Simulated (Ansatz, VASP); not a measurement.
# Cross-check of Zn2SeS (alpha-NaFeO2 type (invented)) between VASP and Ansatz, part 2 of 2

One calculation is typed for both programs; each brings its own data sets. How far apart do they land? The cell is generated by rule, not measured, and may not be a known phase. The cell is taken from a series of runs on this material, whose earlier steps may have relaxed, scaled, displaced or heated it; both programs get it as it stands.

VASP 6.6.1 and Ansatz 0.2.0.

So far: The structure; VASP: relaxation of cell and atoms, PBEsol.

## (3) Ansatz: relaxation of cell and atoms, PBEsol

Level of this step: Ansatz beside VASP: Kohn-Sham DFT, plane waves, PBEsol (Ansatz).

Ansatz runs on its default PAW (the set named soft_2) files.

The same cell, functional, mesh and smearing now go to Ansatz, which takes its cutoff from its data sets.

File input.yaml:

```yaml
crystal:
  lattice:
    - [1.8134734692, 1.0470093956, 5.980015322]
    - [-1.8134734692, 1.0470093956, 5.980015322]
    - [0.0, -2.0940187912, 5.980015322]
  atoms:
    - { symbol: S, position: [1.0, 0.0, 0.0] }
    - { symbol: Se, position: [0.5, 0.5, 0.5] }
    - { symbol: Zn, position: [0.2542002572, 0.2542002572, 0.2542002572] }
    - { symbol: Zn, position: [0.7457997428, 0.7457997428, 0.7457997428] }
kpoints:
  mp_grid: { grid: [15, 15, 15] }
hamiltonian:
  xc: pbesol
scf:
  occupations: { method: gaussian, width: 0.1 }
output:
  forces: true
  stress: true
  eigenvalues: true
relax:
  adjacent_minimum: "off"
  f_tol: 0.005
  max_steps: 80
  cell: { stress_tol: 0.05 }
```

Launch:

```console
$ ansatz run input.yaml --threads 2 --pin off --max-ram 5120MiB --backend cpu --events-out ev --progress --plain --runs-dir out
```

Numbers of over 12 decimals in the logs are rounded to 6 here.

What it wrote:

```text
basis.fft_grid_basis auto: the FFT boxes are laid along the combinations [[1, 0, -1], [0, 1, -1], [0, 0, 1]] of the cell's own vectors, 3.627, 3.627 and 6.336 Å long. The dense box has 25×25×45 points. Along the cell's own vectors, as sized, it would have 45×45×45, 3.24 times as many. Of the 12 symmetry operations that the crystal satisfies within crystal.symmetry.tolerance (time reversal apart; of a slab, those that [...]
Engine: ansatz 0.2.0, aarch64-unknown-linux-gnu
Pseudopotentials: kind: paw
Pseudopotential: S, paw, valence charge 6, recommended cutoff 420 eV (normal), S.paw.azcp
Pseudopotential: Se, paw, valence charge 16, recommended cutoff 420 eV (normal), Se.paw.azcp
Pseudopotential: Zn, paw, valence charge 12, recommended cutoff 420 eV (normal), Zn.paw.azcp
Functional definition: PBEsol
  exchange = pbesol_x
  correlation = pbesol_c
Crystal: 4 atoms, lattice volume = 68.126 Å³
Basis set: ecut = 420 eV, 1297 PW (Γ), FFT grids on a1−a3, a2−a3, a3, exchange–correlation on 50×50×90 points (8 copies of the dense FFT grid, shifted against one another)
Bands: 28, of which v1, the nominal top of the filled ones, is band 23 counted from 1 (22 counted from 0)
Symmetry: 12 space group operations
Space group: R-3m (ITA 166), of the structure as read, at distance tolerance 4.1e-5 Å
k-points: 344 of 3375
Non-local potential: S, projectors of the file, l = 0: 2, l = 1: 2, l = 2: 2
Non-local potential: Se, projectors of the file, l = 0: 2, l = 1: 2, l = 2: 3, l = 3: 1
Non-local potential: Zn, projectors of the file, l = 0: 2, l = 1: 2, l = 2: 3, l = 3: 1
PAW form: soft (Blöchl's): semilocal exchange-correlation on the pseudo side does not see the compensation charge
PAW frozen core: S, regenerated for the run's functional, and the local potential with it (the file was generated under x = pbe(κ = 0.804, μ = 0.219515), c = pbe(β = 0.066725))
PAW frozen core: Se, regenerated for the run's functional, and the local potential with it (the file was generated under x = pbe(κ = 0.804, μ = 0.219515), c = pbe(β = 0.066725))
PAW frozen core: Zn, regenerated for the run's functional, and the local potential with it (the file was generated under x = pbe(κ = 0.804, μ = 0.219515), c = pbe(β = 0.066725))
PAW one-centre angular grid: S, 110 points (default); XC on 64 Gauss nodes
PAW one-centre angular grid: Se, 590 points (default); XC on 64 Gauss nodes
PAW one-centre angular grid: Zn, 590 points (default); XC on 64 Gauss nodes
Initial density: superposition of atomic densities (neutral atoms: chi_scale 0, normalization atom), corrected by the library's trained network
Initial wavefunctions: pseudopotential atomic-orbital guess
Functional: x = pbesol(κ = 0.804, μ = 0.123457), c = pbesol(β = 0.046)
SCF iter   1: F=—  HF=-12872.798789 eV  |F-HF|=—  |Δ(HF+E_count)|=         —  Δρ=4.42e-3  dr2=1.13e-2  ethr=1.77e-3  ⟨swp⟩=5.2  Hψ=42606  notcnv=0
preconditioner: auto → Kerker (q_TF=auto, 2.555 Å⁻¹)  [metal: Δε(μ)=0.010 eV  Ē_g=10.840 eV  σ=0.100 eV  W_gap=0.05  n_scr=22 (ndim 8)  ℏωp=27.0 eV  f_vac=0.000  D(μ)=0.86/eV (n_scr^D=2)]
SCF iter   2: F=—  HF=-12872.795710 eV  |F-HF|=—  |Δ(HF+E_count)|=   3.08e-3  Δρ=1.83e-3  dr2=3.34e-3  ethr=2.46e-5  ⟨swp⟩=2.0  Hψ=16136  notcnv=0
SCF iter   3: F=—  HF=-12872.795059 eV  |F-HF|=—  |Δ(HF+E_count)|=   6.51e-4  Δρ=1.33e-3  dr2=9.21e-4  ethr=7.25e-6  ⟨swp⟩=2.0  Hψ=14811  notcnv=0
SCF iter   4: F=—  HF=-12872.794798 eV  |F-HF|=—  |Δ(HF+E_count)|=   2.61e-4  Δρ=3.15e-4  dr2=7.62e-5  ethr=2.00e-6  ⟨swp⟩=2.0  Hψ=14764  notcnv=0
SCF iter   5: F=—  HF=-12872.794799 eV  |F-HF|=—  |Δ(HF+E_count)|=   1.26e-6  Δρ=1.28e-4  dr2=1.60e-5  ethr=1.66e-7  ⟨swp⟩=2.2  Hψ=11396  notcnv=0
SCF iter   6: F=—  HF=-12872.794802 eV  |F-HF|=—  |Δ(HF+E_count)|=   2.55e-6  Δρ=4.06e-5  dr2=2.24e-6  ethr=3.48e-8  ⟨swp⟩=2.1  Hψ=17292  notcnv=0
SCF iter   7: F=—  HF=-12872.794802 eV  |F-HF|=—  |Δ(HF+E_count)|=   1.47e-7  Δρ=1.27e-5  dr2=3.33e-7  ethr=4.86e-9  ⟨swp⟩=2.7  Hψ=15740  notcnv=0
SCF iter   8: F=-12872.794801 eV  HF=-12872.794802 eV  |F-HF|=5.26e-8  |Δ(HF+E_count)|=   5.38e-8  Δρ=6.27e-6  dr2=5.64e-8  ethr=2.17e-10  ⟨swp⟩=7.8  Hψ=44144  notcnv=0
SCF 1 converged in 8 iterations: F = -12872.794801 eV  dr2 = 5.64e-8
  greatest PAW one-centre occupation: 1.000 electrons in one spin orbital (limit 2), on the Se atom at site 1 (counted from 0), in its partial waves of l = 2
relax step   1: F+E_penalty+E_count = -12872.79480145 eV  Δ(F+E_penalty+E_count) = +0.000e0 eV  max|allowed force component| = 4.892e-4 eV/Å  Δτ_max = 0.0000 Å  P = -0.009 GPa  Ω = 68.126 Å³  (8 SCF iters, dr2 threshold 1.00e-7 eV, accepted)
Initial density: handed on by an earlier stage of this run
Initial wavefunctions: pseudopotential atomic-orbital guess (no wavefunctions were taken with the density)
iter 1 solved again at ethr=7.02e-8 eV; its pass at ethr=3.10e-3 eV (dr2=3.23e-5 eV) is discarded
SCF iter   1: F=—  HF=-12872.794807 eV  |F-HF|=—  |Δ(HF+E_count)|=         —  Δρ=6.17e-6  dr2=5.44e-8  ethr=7.02e-8  ⟨swp⟩=3.0  Hψ=66579  notcnv=0
preconditioner: auto → Kerker (q_TF=auto, 2.555 Å⁻¹)  [metal: Δε(μ)=0.009 eV  Ē_g=10.863 eV  σ=0.100 eV  W_gap=0.05  n_scr=22 (ndim 8)  ℏωp=27.0 eV  f_vac=0.000  D(μ)=0.86/eV (n_scr^D=2)]
SCF iter   2: F=—  HF=-12872.794801 eV  |F-HF|=—  |Δ(HF+E_count)|=   5.25e-6  Δρ=3.35e-6  dr2=2.74e-8  ethr=1.18e-10  ⟨swp⟩=2.1  Hψ=17459  notcnv=0
SCF iter   3: F=—  HF=-12872.794801 eV  |F-HF|=—  |Δ(HF+E_count)|=   3.07e-9  Δρ=2.09e-6  dr2=1.31e-8  ethr=5.95e-11  ⟨swp⟩=2.0  Hψ=15119  notcnv=0
SCF iter   4: F=—  HF=-12872.794801 eV  |F-HF|=—  |Δ(HF+E_count)|=   2.26e-9  Δρ=1.71e-6  dr2=4.07e-9  ethr=2.84e-11  ⟨swp⟩=2.0  Hψ=13657  notcnv=0
SCF iter   5: F=—  HF=-12872.794801 eV  |F-HF|=—  |Δ(HF+E_count)|=   1.20e-9  Δρ=6.12e-7  dr2=5.84e-10  ethr=8.85e-12  ⟨swp⟩=2.0  Hψ=15115  notcnv=0
SCF iter   6: F=—  HF=-12872.794801 eV  |F-HF|=—  |Δ(HF+E_count)|=  9.09e-11  Δρ=2.58e-7  dr2=4.28e-11  ethr=1.27e-12  ⟨swp⟩=2.0  Hψ=15129  notcnv=0
SCF iter   7: F=-12872.794801 eV  HF=-12872.794801 eV  |F-HF|=1.82e-12  |Δ(HF+E_count)|=  5.46e-12  Δρ=4.00e-8  dr2=1.48e-12  ethr=1.00e-12  ⟨swp⟩=4.2  Hψ=34890  notcnv=0
SCF 2 converged in 7 iterations: F = -12872.794801 eV  dr2 = 1.48e-12
relax step   2: F+E_penalty+E_count = -12872.79480148 eV  Δ(F+E_penalty+E_count) = -3.359e-8 eV  max|allowed force component| = 5.205e-4 eV/Å  Δτ_max = 0.0000 Å  P = -0.009 GPa  Ω = 68.126 Å³  stress off target by 9.20e-3 GPa  SCF on the basis re-selected at this cell (its energy is not comparable with the rows above)  (7 SCF iters)
basis re-selected at this cell: Δ(F+E_penalty+E_count) = -3.359e-8 eV, ΔP = -0.000 GPa vs the last step (what re-selecting the basis moved, of the pressure what is left beyond the Pulay correction that the steps carried, after the strain that the cell walked since its last selection, with what the two solves' SCF thresholds leave and, on support functions, any second-order correction that the steps lacked; it is no m [...]
SCF converged after 7 iterations
Free energy (F): -12872.794801 eV
Harris-Foulkes:  -12872.794801 eV  (|F-HF|=1.82e-12)
Internal energy: -12872.790490 eV  (E = F + TS)
E sigma→0 (E₀):  -12872.792646 eV
Entropy (-TS):   -0.004311 eV (-1.078 meV/atom)
Fermi energy:    9.537177 eV
--- Per-component energies (eV) ---
  E_band       = -252.759577
  E_kinetic    = 489.483682
  E_local      = -5771.260160  (includes V_loc(G=0)·N_el)
  E_nonlocal   = 670.429929
  E_hartree    = 2617.787165
  E_xc         = -471.002349
  E_vxc        = -290.895961  (∫ρ·V_xc dr)
  E_paw        = -6037.693909  (= ΣΔE_a)
  E_vpaw       = -586.090125  (= ΣTr[D̂ρ^β])
  E_aug_tail   = -0.001320  (compensation charges beyond the density's cutoff)
  E_ewald      = -4373.198638
  E_core_change = 2.665110  (= ΣΔE_core)
  E_smearing   = -0.004311  (= −TS)
  E_closure    = -0.000000  (closes the sum)
  Σ components = -12872.794801   (vs F -12872.794801, Δ=0.00e0)
--- Forces (eV/Å), atoms counted from 1 ---
  atom   1  S     -0.00000000     0.00000000    -0.00000000
  atom   2  Se     0.00000000    -0.00000000    -0.00000000
  atom   3  Zn    -0.00000000     0.00000000     0.00052047
  atom   4  Zn     0.00000000     0.00000000    -0.00052047
  max |Σ_I F_I| component: 2.31e-18 eV/Å
--- Stress (GPa, compression-positive) ---
       -0.008757       0.000000       0.000000
        0.000000      -0.008757       0.000000
        0.000000       0.000000      -0.009202
  P = ⅓ Tr σ = -0.0089 GPa (-0.089 kbar)
--- Band table (eV; the first three rows and the last of 344) ---
  k-point 0: bands = [... 19 lower, 8.6135, 8.7678, 9.6458, 9.6458, 10.8455, 12.9859, 14.6319, 14.6319, ... 1 higher]
  k-point 1: bands = [... 19 lower, 8.5596, 8.7642, 9.1437, 9.5531, 11.3387, 13.3339, 14.2375, 14.8096, ... 1 higher]
  k-point 2: bands = [... 19 lower, 8.1476, 8.4103, 8.7465, 9.3176, 12.2270, 13.2018, 14.5326, 15.2871, ... 1 higher]
  k-point 343: bands = [... 19 lower, 8.3147, 8.5042, 9.2873, 9.5786, 13.1920, 13.7440, 15.3156, 15.8107, ... 1 higher]
--- Relaxed structure (1 steps of the walk, 1 accepted, 1 SCFs on fresh bases) ---
  F+E_penalty+E_count = -12872.79480148 eV   max|allowed force component| = 5.205e-4 eV/Å   (the final SCF, on the basis selected at the relaxed cell)
  cell:  # Å, volume = 68.1264 Å³
    - [1.813473, 1.047009, 5.980015322]
    - [-1.813473, 1.047009, 5.980015322]
    - [0.0, -2.094019, 5.980015322]
  atoms:
    - { symbol: S, position: [1.000000, 0.0, 5.551115123125783e-17] }
    - { symbol: Se, position: [0.500000, 0.500000, 0.500000] }
    - { symbol: Zn, position: [0.2542002572, 0.2542002572, 0.2542002572] }
    - { symbol: Zn, position: [0.7457997428, 0.7457997428, 0.7457997428] }
```

In the SCF lines HF is the Harris–Foulkes energy and dr2 the Hartree energy of the density residual, in eV; the loop may stop once dr2 is under the threshold and the program's other checks hold. Hψ counts applications of the Hamiltonian.

## (4) Differences

Known differences besides the potentials themselves: the data sets hold 46 valence electrons in Ansatz (on its default PAW (the set named soft_2) files) and 36 in VASP; the cutoff is 420 eV in Ansatz and 500 eV in VASP; Ansatz makes its cores anew for this functional, VASP keeps those of its PBE data sets; Ansatz adds a Pulay correction to the stress that steers its cell, VASP none. Total energies have different zeros and are not compared.

Compared:

```
                                         quantity  Ansatz   VASP  difference
                                      volume (Å³)   68.13  68.34     -0.31 %
edge a after relaxation, in the typed setting (Å)   6.336  6.343     -0.11 %
```

## (5) Outcome

```yaml
difference_in_volume_relaxation_of_cell_and_atoms_pbesol: -0.31 %
```

In words: The difference in volume is -0.31 % (relaxation of cell and atoms, PBEsol), within the 1.2 % picked in this series as the mark of a large difference, as far as the stopping tolerances let one tell. The data sets hold unlike numbers of valence electrons (46 in Ansatz and 36 in VASP), so part of the differences comes from the potentials. How closely two codes agree says nothing of how well the functional describes the real material.

[Lines on the potential files, build, host, timing and source positions are cut from VASP's logs without a mark.]

[Logs are printed without paths, hosts, clocks, repeated set-up lines and the standing remarks that a program may print on its own settings, such as how far it seeks lower states.]

[Hosts, paths, dates, database ids (printed as entryN), source tags and the programs' standing remarks are cut or masked in the printed files.]
